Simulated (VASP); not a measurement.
# Nb on the Ru site in Ru

Aim: the formation energy and local structure of Nb on the Ru site in Ru.

Calculated with VASP 6.6.1; PBEsol; plane waves and PAW (Ru), in the first sound run; inputs show where later runs differ.

## (1) The host crystal

The structure is hexagonal, space group P6_3/mmc (No. 194). The conventional cell has a = 2.700 Å, b = 2.700 Å, c = 4.277 Å, α = 90.00°, β = 90.00°, γ = 120.00°. Nearest to Ru lie 12 Ru at 2.65 to 2.70 Å.

Coordinates:

```xyz
2
Lattice="2.7000 0.0000 0.0000 -1.3500 2.3383 0.0000 0.0000 0.0000 4.2768" Properties=species:S:1:pos:R:3 pbc="T T T"
Ru    0.0000    0.0000    0.0000
Ru    0.0000    1.5588    2.1384
```

## (2) Relaxing the host crystal

The later steps need the crystal at this functional's own lattice; a raised cutoff keeps the stress reliable while the cell changes.

INCAR reads:

```
SYSTEM = Ru
PREC = Accurate
ENCUT = 350
EDIFF = 1E-06
NELM = 120
ISMEAR = 1
SIGMA = 0.15
LREAL = .FALSE.
ALGO = Normal
GGA = PS
NBANDS = 14
LASPH = .TRUE.
LORBIT = 11
LWAVE = .FALSE.
LCHARG = .FALSE.
KPAR = 8
IBRION = 2
NSW = 40
ISIF = 3
EDIFFG = -0.02
POTIM = 0.4
```

POSCAR reads:

```
Ru
1.0
    2.7000000000      0.0000000000      0.0000000000
   -1.3500000000      2.3382685902      0.0000000000
    0.0000000000      0.0000000000      4.2768000000
Ru
2
Direct
    0.0000000000      0.0000000000      0.0000000000
    0.3333333333      0.6666666667      0.5000000000
```

KPOINTS reads:

```
Automatic mesh
0
Gamma
14 14 8
0 0 0
```

PAW data sets: Ru (PBE family, release 64).

Command:

```console
$ mpirun -np 8 vasp_std
```

Log:

```text
[banner, memory and clock lines left out]
running    8 mpi-ranks, on    1 nodes
 distrk:  each k-point on    1 cores,    8 groups
 distr:  one band on    1 cores,    1 groups

 POSCAR found type information on POSCAR Ru
 POSCAR found :  1 types and       2 ions
|                                                                             |
|           W    W    AA    RRRRR   N    N  II  N    N   GGGG   !!!           |
|           W    W   A  A   R    R  NN   N  II  NN   N  G    G  !!!           |
|           W    W  A    A  R    R  N N  N  II  N N  N  G       !!!           |
|           W WW W  AAAAAA  RRRRR   N  N N  II  N  N N  G  GGG   !            |
|           WW  WW  A    A  R   R   N   NN  II  N   NN  G    G                |
|           W    W  A    A  R    R  N    N  II  N    N   GGGG   !!!           |
|                                                                             |
|     For optimal performance we recommend to set                             |
|       NCORE = 2 up to number-of-cores-per-socket                            |
|     NCORE specifies how many cores store one orbital (NPAR=cpu/NCORE).      |
|     This setting can greatly improve the performance of VASP for DFT.       |
|     The default, NCORE=1 might be grossly inefficient on modern             |
|     multi-core architectures or massively parallel machines. Do your        |
|     Unfortunately you need to use the default for GW and RPA                |
|     calculations (for HF NCORE is supported but not extensively tested      |
|     yet).                                                                   |
|                                                                             |

|                                                                             |
|               ----> ADVICE to this user running VASP <----                  |
|                                                                             |
|     You enforced a specific xc type in the INCAR file but a different       |
|     [... a line on the potential file left out ...]
|     I HOPE YOU KNOW WHAT YOU ARE DOING!                                     |
|                                                                             |

 LDA part: xc-table for (Slater+PW92), standard interpolation
 POSCAR, INCAR and KPOINTS ok, starting setup
 FFT: planning ... GRIDC
 FFT: planning ... GRID_SOFT
 FFT: planning ... GRID
 WAVECAR not read
 entering main loop
       N       E                     dE             d eps       ncg     rms          rms(c)
DAV:   1     0.451726036068E+02    0.45173E+02   -0.58154E+03  3904   0.753E+02
DAV:   2    -0.211118381288E+02   -0.66284E+02   -0.59022E+02  3522   0.182E+02
DAV:   3    -0.219843059027E+02   -0.87247E+00   -0.86932E+00  4344   0.243E+01
DAV:   4    -0.219908231403E+02   -0.65172E-02   -0.65169E-02  3846   0.202E+00
DAV:   5    -0.219909604107E+02   -0.13727E-03   -0.13727E-03  4368   0.284E-01    0.189E+01
DAV:   6    -0.205891113274E+02    0.14018E+01   -0.21813E+00  3804   0.145E+01    0.542E+00
DAV:   7    -0.203993995963E+02    0.18971E+00   -0.35262E-01  4266   0.565E+00    0.609E-01
DAV:   8    -0.203859739370E+02    0.13426E-01   -0.52803E-03  3564   0.581E-01    0.353E-01
DAV:   9    -0.203800035889E+02    0.59703E-02   -0.17360E-03  3858   0.338E-01    0.315E-02
DAV:  10    -0.203800152201E+02   -0.11631E-04   -0.50874E-05  4254   0.676E-02    0.878E-03
DAV:  11    -0.203800122747E+02    0.29454E-05   -0.17835E-06  2974   0.130E-02    0.153E-03
DAV:  12    -0.203800117938E+02    0.48090E-06   -0.17345E-07  1998   0.351E-03
   1 F= -.20380012E+02 E0= -.20379015E+02  d E =-.203800E+02
 curvature:   0.00 expect dE= 0.000E+00 dE for cont linesearch  0.000E+00
 trial: gam= 0.00000 g(F)=  0.132E-47 g(S)=  0.847E-01 ort = 0.000E+00 (trialstep = 0.100E+01)
 search vector abs. value=  0.847E-01
 bond charge predicted
       N       E                     dE             d eps       ncg     rms          rms(c)
DAV:   1    -0.206811934114E+02   -0.30118E+00   -0.94242E+00  3528   0.305E+01    0.698E+00
DAV:   2    -0.203559347474E+02    0.32526E+00   -0.45112E-01  3552   0.683E+00    0.168E+00
DAV:   3    -0.203181848723E+02    0.37750E-01   -0.70730E-02  4086   0.263E+00    0.291E-01
DAV:   4    -0.203176300520E+02    0.55482E-03   -0.24208E-03  3810   0.368E-01    0.796E-02
DAV:   5    -0.203178518725E+02   -0.22182E-03   -0.34594E-04  4200   0.130E-01    0.218E-02
DAV:   6    -0.203178817615E+02   -0.29889E-04   -0.32040E-05  3996   0.499E-02    0.101E-02
DAV:   7    -0.203178813879E+02    0.37369E-06   -0.65116E-07  2792   0.740E-03
   2 F= -.20317881E+02 E0= -.20317087E+02  d E =0.621304E-01
[...]
3 F= -.20393068E+02 E0= -.20392121E+02  d E =-.130562E-01
[...]
4 F= -.20393072E+02 E0= -.20392126E+02  d E =-.130599E-01
[...]
5 F= -.20393184E+02 E0= -.20392257E+02  d E =-.111853E-03
 trial-energy change:   -0.000112  1 .order   -0.000114   -0.000401    0.000174
 step:   0.6002(harm=  0.6002)  dis= 0.00000  next Energy=   -20.393212 (dE=-0.140E-03)
 bond charge predicted
       N       E                     dE             d eps       ncg     rms          rms(c)
DAV:   1    -0.203932534374E+02   -0.69506E-04   -0.25628E-03  3612   0.370E-01    0.349E-02
DAV:   2    -0.203932188705E+02    0.34567E-04   -0.28885E-05  3978   0.502E-02    0.152E-02
DAV:   3    -0.203932099879E+02    0.88826E-05   -0.11711E-05  3822   0.272E-02    0.254E-03
DAV:   4    -0.203932099773E+02    0.10570E-07   -0.44423E-07  1788   0.682E-03
   6 F= -.20393210E+02 E0= -.20392277E+02  d E =-.138297E-03
 curvature:  -0.30 expect dE=-0.577E-06 dE for cont linesearch -0.903E-08
 trial: gam= 0.00268 g(F)=  0.298E-48 g(S)=  0.190E-05 ort =-0.375E-05 (trialstep = 0.809E+00)
 search vector abs. value=  0.188E-05
 reached required accuracy - stopping structural energy minimisation
```

Wall time 17 s (8 MPI ranks of AMD EPYC 7R43, shared host); peak memory 0.93 GiB; 2.1 min of CPU time.

The logs omit lines about the potential files and the build; timing stands in the text.

From OUTCAR (step 2):

```text
ion  position               nearest neighbor table
   1  0.000  0.000  0.000-   2 2.65   2 2.65   2 2.65   2 2.65   2 2.65   2 2.65
   2  0.333  0.667  0.500-   1 2.65   1 2.65   1 2.65   1 2.65   1 2.65   1 2.65

  LATTYP: Found a hexagonal cell.
 ALAT       =     2.7000000000
 C/A-ratio  =     1.5840000000

 Subroutine GETGRP returns: Found 24 space group operations
 (whereof 12 operations were pure point group operations)

The static configuration has the point symmetry D_3h.
 The point group associated with its full space group is D_6h.

 Found    120 irreducible k-points:

   k-points           NKPTS =    120   k-points in BZ     NKDIM =    120   number of bands    NBANDS=     14

   dimension x,y,z NGX =    16 NGY =   16 NGZ =   28
   dimension x,y,z NGXF=    32 NGYF=   32 NGZF=   56

   ENCUT  =  350.0 eV  25.72 Ry    5.07 a.u.   4.12  4.12  6.52*2*pi/ulx,y,z

   NELECT =      16.0000    total number of electrons

 k-points in reciprocal lattice and weights: Automatic mesh
   0.00000000  0.00000000  0.00000000       0.001
   0.07142857  0.00000000  0.00000000       0.004
   0.14285714  0.00000000  0.00000000       0.004
   0.21428571 -0.00000000  0.00000000       0.004
   0.28571429  0.00000000  0.00000000       0.004
   0.35714286  0.00000000  0.00000000       0.004
   0.42857143 -0.00000000  0.00000000       0.004
   0.50000000  0.00000000  0.00000000       0.002
   0.07142857  0.07142857  0.00000000       0.004
[...]
0.28571429  0.28571429  0.50000000       0.004
   0.35714286  0.28571429  0.50000000       0.004

 average (electrostatic) potential at core
       1 -55.5212       2 -55.5212

 E-fermi :  12.8928

 k-point     1 :       0.0000    0.0000    0.0000
  band No.  band energies     occupation
    ...
      5      10.4136      2.00000
      6      10.9167      2.00000
      7      10.9167      2.00000
      8      11.4238      2.00000
      9      11.4238      2.00000
     10      14.1382     -0.00000
     11      14.1382     -0.00000
     12      14.2017     -0.00000
     13      23.5563      0.00000
     14      27.8140      0.00000

 k-point     2 :       0.0714    0.0000    0.0000
  band No.  band energies     occupation
    ...
      6      10.8377      2.00000
      7      11.0630      2.00000
      8      11.2241      2.00000
      9      11.3022      2.00000
     10      12.7472      2.04367
     11      14.2160     -0.00000
     12      15.8608     -0.00000
     13      23.5266      0.00000
     14      28.1595      0.00000

 k-point     3 :       0.1429    0.0000    0.0000
  band No.  band energies     occupation
    ...
      6      10.8140      2.00000
      7      10.9983      2.00000
      8      11.1936      2.00000
      9      11.4881      2.00000
     10      11.8951      2.00000
     11      14.3964     -0.00000
     12      17.6798      0.00000
     13      23.4258      0.00000
     14      28.9015      0.00000

  Total        0.0046132      0.0046132      0.0074820      0.0000000      0.0000000     -0.0000000
  in kB        0.2794553      0.2794553      0.4532429      0.0000000      0.0000000     -0.0000000
  external PRESSURE =       0.3373845 kB  Pullay stress =       0.0000000 kB

  energy-cutoff  :      350.00
  volume of cell :       26.45
      direct lattice vectors                 reciprocal lattice vectors
     2.685958095 -0.000000000  0.000000000     0.372306628  0.214951332 -0.000000000
    -1.342979048  2.326107944  0.000000000     0.000000000  0.429902663 -0.000000000
     0.000000000  0.000000000  4.233192519    -0.000000000 -0.000000000  0.236228330

 POSITION                                       TOTAL-FORCE (eV/Angst)
 -----------------------------------------------------------------------------------
      0.00000      0.00000      4.23319        -0.000000     -0.000000     -0.000000
     -0.00000      1.55074      2.11660         0.000000      0.000000      0.000000
 -----------------------------------------------------------------------------------
    total drift:                                0.000000     -0.000000     -0.000000

  FREE ENERGIE OF THE ION-ELECTRON SYSTEM (eV)
  ---------------------------------------------------
  free  energy   TOTEN  =       -20.3932099773 eV

  energy  without entropy=      -20.3904112842  energy(sigma->0) =      -20.39227708

 reached required accuracy - stopping structural energy minimisation

 total charge
# of ion       s       p       d       tot
------------------------------------------
    1        0.654   0.854   6.640   8.148
    2        0.654   0.854   6.640   8.148
--------------------------------------------------
tot          1.308   1.708  13.280  16.296

[... 3 further parts left out ...]
```

CONTCAR:

```
Ru
   1.00000000000000
     2.6859580950107156   -0.0000000000000000    0.0000000000000000
    -1.3429790475053578    2.3261079437620338    0.0000000000000000
     0.0000000000000000    0.0000000000000000    4.2331925191057636
  Ru
     2
Direct
     0.0000000000000000    0.0000000000000000    1.0000000000000000
     0.3333333332999970    0.6666666667000030    0.5000000000000000
```

The PAW data sets were made with PBE, which is usual practice but a small mismatch for other functionals. The run keeps the 24 symmetry operations of its start, so it cannot find a distortion of lower symmetry.

The steps of the relaxation:

```csv
step,energy less that of the first step (eV),largest force (eV/Å),pressure (GPa),volume (Å³)
1,0.0000,0.0000,-7.05,27.00
2,0.0621,0.0000,19.80,25.18
3,-0.0131,0.0000,-0.03,26.45
4,-0.0131,0.0000,0.14,26.44
5,-0.0132,0.0000,-0.01,26.45
6,-0.0132,0.0000,0.03,26.45
```

```csv
"conventional cell, symmetrised",before,after,change
a (Å),2.700,2.686,-0.5 %
b (Å),2.700,2.686,-0.5 %
c (Å),4.277,4.233,-1.0 %
volume (Å³/atom),13.50,13.22,-2.0 %
```

Final coordinates:

```cif
data_structure
_symmetry_space_group_name_H-M 'P 1'
_symmetry_Int_Tables_number 1
_cell_length_a 2.6860
_cell_length_b 2.6860
_cell_length_c 4.2332
_cell_angle_alpha 90.000
_cell_angle_beta 90.000
_cell_angle_gamma 120.000
_cell_volume 26.45
loop_
_atom_site_label
_atom_site_type_symbol
_atom_site_fract_x
_atom_site_fract_y
_atom_site_fract_z
_atom_site_occupancy
Ru1 Ru 0.00000 0.00000 0.00000 1
Ru2 Ru 0.33333 0.66667 0.50000 1
```

This step gave:

- electronic cycles: 38
- electrons: 16
- free energy (TOTEN): -20.39 eV
- energy at zero smearing: -20.39 eV
- Fermi energy: 12.89 eV
- labelled metallic, from the levels on this mesh: yes

The run ended after 6 ionic steps, 0.013 eV below its first step, once forces and stress met EDIFFG = -0.02.

(Part 1 of 4 ends here.)

[Lines on the potential files, build, host, timing and source positions are cut from VASP's logs without a mark.]

[Logs are printed without paths, hosts, clocks, repeated set-up lines and the standing remarks that a program may print on its own settings, such as how far it seeks lower states.]

[Hosts, paths, dates, database ids (printed as entryN), source tags and the programs' standing remarks are cut or masked in the printed files.]

[In band tables of VASP the shares of atoms and orbitals are scaled to a sum of 1 inside the atoms' spheres.]

[Runs that stopped without an error message from VASP are left out.]
